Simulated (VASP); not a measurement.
Co:

```
Co
1.0
     2.50740    0.00000    0.00000
    -1.25370    2.17147    0.00000
     0.00000    0.00000    4.06990
Co
2
Cartesian
  0.0000 1.4476 1.0175
  1.2537 0.7238 3.0524
```

| Quantity | Value |
| --- | --- |
| Program | VASP 6.6.1 |
| Task | relaxation of cell and atoms |
| Functional | LDA |
| Potentials or basis | VASP PAW LDA potentials, release 64 (Co) |
| Cutoff | 600 eV |
| k mesh | 18 × 18 × 9 |
| Occupations | methfessel-paxton, width 0.1 eV |
| Spin | collinear spin, ferromagnetic start |
| Starting moments | [3.0, 3.0] μB |

At the start: pressure -22.6 GPa; volume 11.08 Å³/atom.

Task: How do energy, volume and symmetry change on relaxing?

Result: Over 9 steps the energy falls by 85.6 meV/atom and the volume is 9.98 Å³/atom (-9.9 %); space group P6_3/mmc (No. 194, to 0.05 Å); moment 3.02 μB per cell.

The path:
| step | energy change (eV) | largest force (eV/Å) | pressure (GPa) | volume (Å³) |
| --- | --- | --- | --- | --- |
| 1 | 0.0000 | 0.0000 | -22.56 | 22.16 |
| 2 | 0.1263 | 0.0000 | 40.38 | 17.52 |
| 3 | -0.1704 | 0.0000 | -1.48 | 20.07 |
| 4 | -0.1709 | 0.0000 | -0.25 | 19.96 |
| 5 | -0.1709 | 0.0000 | 0.45 | 19.92 |
| 6 | -0.1711 | 0.0000 | -0.41 | 19.99 |
| 7 | -0.1711 | 0.0000 | -0.19 | 19.98 |
| 8 | -0.1711 | 0.0000 | 0.15 | 19.95 |
| 9 | -0.1711 | 0.0000 | -0.12 | 19.96 |

Final structure:
```yaml
crystal:
  lattice:
    - [2.42661, 0.00000, 0.00000]
    - [-1.21331, 2.10151, 0.00000]
    - [0.00000, 0.00000, 3.91357]
  atoms:
    - { symbol: Co, position: [0.33333, 0.66667, 0.25000] }
    - { symbol: Co, position: [0.66667, 0.33333, 0.75000] }
```
